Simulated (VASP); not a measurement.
Output of a VASP run:

### OSZICAR
```
...
       N       E                     dE             d eps       ncg     rms          rms(c)
DAV:   1    -0.370089618658E+02   -0.15484E+00   -0.49977E+00  1984   0.181E+01    0.145E+00
DAV:   2    -0.369109444653E+02    0.98017E-01   -0.12452E-01  2028   0.274E+00    0.795E-01
DAV:   3    -0.368688854447E+02    0.42059E-01   -0.14037E-01  2232   0.253E+00    0.227E-01
DAV:   4    -0.368690580223E+02   -0.17258E-03   -0.27713E-03  2240   0.410E-01    0.223E-01
DAV:   5    -0.368690033044E+02    0.54718E-04   -0.77868E-05  2368   0.796E-02    0.157E-01
DAV:   6    -0.368688842889E+02    0.11902E-03   -0.21272E-03  2120   0.361E-01    0.167E-01
DAV:   7    -0.368688976484E+02   -0.13359E-04   -0.53478E-05  2400   0.717E-02    0.106E-01
DAV:   8    -0.368688359380E+02    0.61710E-04   -0.20708E-04  2152   0.114E-01    0.684E-02
DAV:   9    -0.368688435914E+02   -0.76535E-05   -0.44402E-06  2388   0.226E-02    0.396E-02
DAV:  10    -0.368688470427E+02   -0.34512E-05   -0.39485E-06  2240   0.165E-02    0.132E-02
DAV:  11    -0.368688486227E+02   -0.15800E-05   -0.23707E-07  1328   0.489E-03    0.471E-03
DAV:  12    -0.368688490586E+02   -0.43593E-06   -0.10744E-07  1212   0.282E-03
   5 F= -.36868849E+02 E0= -.36868706E+02  d E =-.216196E-01
       N       E                     dE             d eps       ncg     rms          rms(c)
DAV:   1    -0.374023486477E+02   -0.53350E+00   -0.18296E+01  2000   0.341E+01    0.274E+00
DAV:   2    -0.370400944760E+02    0.36225E+00   -0.47161E-01  2000   0.533E+00    0.153E+00
DAV:   3    -0.368746926358E+02    0.16540E+00   -0.57736E-01  2232   0.508E+00    0.484E-01
DAV:   4    -0.368751215014E+02   -0.42887E-03   -0.12584E-02  2144   0.826E-01    0.452E-01
DAV:   5    -0.368745305605E+02    0.59094E-03   -0.90004E-04  2280   0.263E-01    0.240E-01
DAV:   6    -0.368747039511E+02   -0.17339E-03   -0.51684E-03  2132   0.583E-01    0.185E-01
DAV:   7    -0.368746728803E+02    0.31071E-04   -0.12606E-04  2376   0.972E-02    0.128E-01
DAV:   8    -0.368745561181E+02    0.11676E-03   -0.31344E-04  2140   0.133E-01    0.276E-02
DAV:   9    -0.368745605236E+02   -0.44054E-05   -0.73867E-06  2408   0.246E-02    0.262E-02
DAV:  10    -0.368745623073E+02   -0.17838E-05   -0.11536E-06  1536   0.910E-03    0.137E-02
DAV:  11    -0.368745646177E+02   -0.23104E-05   -0.71247E-07  1504   0.801E-03    0.336E-03
DAV:  12    -0.368745651266E+02   -0.50888E-06   -0.12451E-07  1280   0.303E-03
   6 F= -.36874565E+02 E0= -.36874427E+02  d E =-.273357E-01
       N       E                     dE             d eps       ncg     rms          rms(c)
DAV:   1    -0.369267765681E+02   -0.52212E-01   -0.18228E+00  1976   0.111E+01    0.894E-01
DAV:   2    -0.368909533275E+02    0.35823E-01   -0.46466E-02  1996   0.165E+00    0.480E-01
DAV:   3    -0.368759918211E+02    0.14962E-01   -0.47110E-02  2212   0.149E+00    0.133E-01
DAV:   4    -0.368760481084E+02   -0.56287E-04   -0.96672E-04  2204   0.248E-01    0.119E-01
DAV:   5    -0.368760067145E+02    0.41394E-04   -0.22660E-04  2212   0.141E-01    0.199E-02
DAV:   6    -0.368760266424E+02   -0.19928E-04   -0.29681E-05  2396   0.454E-02    0.308E-02
DAV:   7    -0.368760279862E+02   -0.13437E-05   -0.17607E-05  2204   0.311E-02    0.416E-03
DAV:   8    -0.368760292006E+02   -0.12145E-05   -0.36092E-06  2320   0.144E-02    0.127E-02
DAV:   9    -0.368760274375E+02    0.17631E-05   -0.11096E-06  1348   0.809E-03    0.381E-03
DAV:  10    -0.368760268885E+02    0.54901E-06   -0.34149E-07  1264   0.511E-03
   7 F= -.36876027E+02 E0= -.36875890E+02  d E =-.287974E-01
```

OUTCAR:
```
------------------------ aborting loop because EDIFF is reached ----------------------------------------
  FORCE on cell =-STRESS in cart. coord.  units (eV):
  Direction    XX          YY          ZZ          XY          YZ          ZX
  --------------------------------------------------------------------------------------
  Total        0.0301982      0.0301982      0.0058366      0.0000000     -0.0000000      0.0000000
  in kB        1.2571493      1.2571487      0.2429768      0.0000000     -0.0000000      0.0000000
  external PRESSURE =       0.9190916 kB  Pullay stress =       0.0000000 kB
  volume of cell :       38.49
      direct lattice vectors                 reciprocal lattice vectors
     1.233457523 -2.136410601  0.000000000     0.405364588 -0.234037408 -0.000000000
     1.233457523  2.136410601  0.000000000     0.405364588  0.234037408 -0.000000000
     0.000000000 -0.000000000  7.302406392    -0.000000000  0.000000000  0.136941160
 POSITION                                       TOTAL-FORCE (eV/Angst)
 -----------------------------------------------------------------------------------
      0.00000     -0.00000      1.82560         0.000000     -0.000000      0.000000
      0.00000     -0.00000      5.47680        -0.000000      0.000000     -0.000000
      1.23346      0.71214      1.82560         0.000000      0.000000      0.000000
      1.23346     -0.71214      5.47680         0.000000     -0.000000     -0.000000
 -----------------------------------------------------------------------------------
    total drift:                                0.000000     -0.000000      0.000000
  FREE ENERGIE OF THE ION-ELECTRON SYSTEM (eV)
  ---------------------------------------------------
  free  energy   TOTEN  =       -36.8760268885 eV

  energy  without entropy=      -36.8756168667  energy(sigma->0) =      -36.87589021

 reached required accuracy - stopping structural energy minimisation
```
(Selected blocks of OUTCAR.)

**POSCAR**
```
C
1
    1.2300000000    -2.1304220000     0.0000000000
    1.2300000000     2.1304220000     0.0000000000
    0.0000000000     0.0000000000     6.7100000000
C
4
Direct
  0.0000000000   0.0000000000   0.2500000000
  0.0000000000   0.0000000000   0.7500000000
  0.3333330000   0.6666670000   0.2500000000
  0.6666670000   0.3333330000   0.7500000000
```

Reconstruct the remaining input files.

This is not unique; one that fits is the input of the run itself, PBE GGA, plane waves, VASP's PBE PAW potentials (set 64).

### INCAR
```
SYSTEM=C
PREC=Accurate; ENCUT=480; LREAL=.FALSE.
LASPH=.TRUE.
EDIFF=1E-6; NELM=100; ALGO=Normal
ISMEAR=1; SIGMA=0.1
GGA=PE
IBRION=2; NSW=60; ISIF=3
EDIFFG=-0.01
LWAVE=.FALSE.; LCHARG=.FALSE.
```

### KPOINTS
```
kpoints
0
gamma
15 15 5
0 0 0
```

POTCAR, in this order: C (PBE.64 set). Program: vasp_std.

Energy and stress use the plane-wave basis of the starting cell. Without a dispersion term in the relaxation, distances and binding between the weakly bound layers, chains or molecules are unreliable, and so is what depends on them.

The compound is C in the graphite structure. This run relaxes it. Symmetry was kept, so distortions that lower it aren't found.
